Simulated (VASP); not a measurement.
Ir:

```
CELL_PARAMETERS angstrom
0.00000 1.91500 1.91500
1.91500 0.00000 1.91500
1.91500 1.91500 0.00000
ATOMIC_POSITIONS crystal
Ir 0.00000 0.00000 0.00000
```

The cell was built by a generator and needn't be a form met in nature.

| Item | Value |
| --- | --- |
| Program | VASP 6.6.1 |
| Task | relaxation of cell and atoms |
| Functional | PBE |
| Potentials or basis | VASP PAW PBE potentials, release 64 (Ir) |
| Cutoff | 600 eV |
| k mesh | 18 × 18 × 18 |
| Occupations | methfessel-paxton, width 0.1 eV |
| Spin | no spin polarisation |

At the start: pressure 12.6 GPa; volume 14.05 Å³/atom.

Where does the relaxation end?

Over 7 steps the energy falls by 17.9 meV/atom and the volume is 14.52 Å³/atom (+3.4 %); space group Fm-3m (No. 225, to 0.05 Å).

Step by step:
| step | energy change (eV) | largest force (eV/Å) | pressure (GPa) | volume (Å³) |
| --- | --- | --- | --- | --- |
| 1 | 0.0000 | 0.0000 | 12.59 | 14.05 |
| 2 | 0.1913 | 0.0000 | -31.15 | 16.41 |
| 3 | -0.0179 | 0.0000 | -0.74 | 14.55 |
| 4 | -0.0179 | 0.0000 | 0.06 | 14.52 |
| 5 | -0.0179 | 0.0000 | -0.20 | 14.53 |
| 6 | -0.0179 | 0.0000 | 0.60 | 14.49 |
| 7 | -0.0179 | 0.0000 | 0.03 | 14.52 |

Final structure:
```
CELL_PARAMETERS angstrom
0.00000 1.93621 1.93621
1.93621 0.00000 1.93621
1.93621 1.93621 0.00000
ATOMIC_POSITIONS crystal
Ir 0.00000 0.00000 0.00000
```
